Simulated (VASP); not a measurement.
Calculation: PBEsol GGA, VASP's PBE PAW potentials (set 64) (plane waves; VASP).

VASP input:

**POSCAR**
```
MgH2
1
    4.4701650437     0.0000000000     0.0000000000
    0.0000000000     4.4701650437     0.0000000000
    0.0000000000     0.0000000000     2.9916269068
Mg H
2 4
Direct
  0.0000000000   0.0000000000   1.0000000000
  0.5000000000   0.5000000000   0.5000000000
  0.3043102660   0.3043102660   0.0000000000
  0.8043102660   0.1956897340   0.5000000000
  0.1956897340   0.8043102660   0.5000000000
  0.6956897340   0.6956897340   1.0000000000
```

**KPOINTS**
```
k-points along high-symmetry lines
10
Line-mode
Reciprocal
  0.000000   0.000000   0.000000 ! GAMMA
  0.000000   0.500000   0.000000 ! X

  0.000000   0.500000   0.000000 ! X
  0.500000   0.500000   0.000000 ! M

  0.500000   0.500000   0.000000 ! M
  0.000000   0.000000   0.000000 ! GAMMA

  0.000000   0.000000   0.000000 ! GAMMA
  0.000000   0.000000   0.500000 ! Z

  0.000000   0.000000   0.500000 ! Z
  0.000000   0.500000   0.500000 ! R

  0.000000   0.500000   0.500000 ! R
  0.500000   0.500000   0.500000 ! A

  0.500000   0.500000   0.500000 ! A
  0.000000   0.000000   0.500000 ! Z

  0.000000   0.500000   0.000000 ! X
  0.000000   0.500000   0.500000 ! R

  0.500000   0.500000   0.000000 ! M
  0.500000   0.500000   0.500000 ! A
```

### INCAR
```
! general
SYSTEM=MgH2
PREC  =Accurate
ENCUT =400
LREAL =F   ! projection in real space or not
LASPH =T
ICHARG=11

! electronic loop
EDIFF =1E-7
NELM  =100   ! most electronic steps
ALGO  =Normal   ! blocked Davidson

! smearing
ISMEAR=0   ! Gaussian
SIGMA =0.05

! functional
GGA   =PS   ! PBEsol

! output
LWAVE =F
LCHARG=F
LORBIT=11   ! lm-projected
```

POTCAR, in this order: Mg H (PBE.64 set). Program: vasp_std. Read from the step before: CHGCAR.

The run wrote:

File OSZICAR:
```
       N       E                     dE             d eps       ncg     rms          rms(c)
DAV:   1    -0.126115513539E+01   -0.12612E+01   -0.27117E+03  1440   0.602E+02
DAV:   2    -0.172031398099E+02   -0.15942E+02   -0.14573E+02  2096   0.694E+01
DAV:   3    -0.175992325721E+02   -0.39609E+00   -0.39609E+00  1888   0.158E+01
DAV:   4    -0.176000572657E+02   -0.82469E-03   -0.82469E-03  1872   0.698E-01
DAV:   5    -0.176000617778E+02   -0.45121E-05   -0.45121E-05  1872   0.419E-02
DAV:   6    -0.176000618474E+02   -0.69558E-07   -0.69559E-07  1968   0.426E-03
   1 F= -.17600062E+02 E0= -.17600062E+02  d E =-.111444E-10
```

### OUTCAR
```
 val. band max:       -0.4392561512   @ k =   0.1667   0.1667   0.0000

 cond. band min:       3.0806840495   @ k =   0.3889   0.3889   0.5000



 k-point     1 :       0.0000    0.0000    0.0000
  band No.  band energies     occupation
      1      -7.1339      2.00000
      2      -1.9684      2.00000
      3      -1.9684      2.00000
      4      -0.8963      2.00000
      5       3.9602      0.00000
      6       4.5356      0.00000
      7       8.6545      0.00000
      8       8.6545      0.00000

 k-point     2 :       0.0000    0.0556    0.0000
  band No.  band energies     occupation
      1      -7.1126      2.00000
      2      -2.1182      2.00000
      3      -1.9539      2.00000
      4      -0.8124      2.00000
      5       4.0232      0.00000
      6       4.5377      0.00000
      7       8.4174      0.00000
      8       8.7174      0.00000

 k-point     3 :       0.0000    0.1111    0.0000
  band No.  band energies     occupation
      1      -7.0497      2.00000
      2      -2.4656      2.00000
      3      -1.9109      2.00000
      4      -0.6584      2.00000
      5       4.1337      0.00000
      6       4.6277      0.00000
      7       7.9235      0.00000
      8       8.8933      0.00000

 k-point     4 :       0.0000    0.1667    0.0000
  band No.  band energies     occupation
      1      -6.9448      2.00000
      2      -2.8942      2.00000
      3      -1.8403      2.00000
      4      -0.5360      2.00000
      5       4.1412      0.00000
      6       4.9677      0.00000
      7       7.3728      0.00000
      8       9.1519      0.00000

 k-point     5 :       0.0000    0.2222    0.0000
  band No.  band energies     occupation
      1      -6.7982      2.00000
      2      -3.3514      2.00000
      3      -1.7429      2.00000
      4      -0.4766      2.00000
      5       4.1015      0.00000
      6       5.5108      0.00000
      7       6.8284      0.00000
      8       9.4623      0.00000
...
```

The density is held fixed in this step, so its total energy and stress have no physical meaning.

The compound is MgH2 in the rutile structure. It was relaxed first.
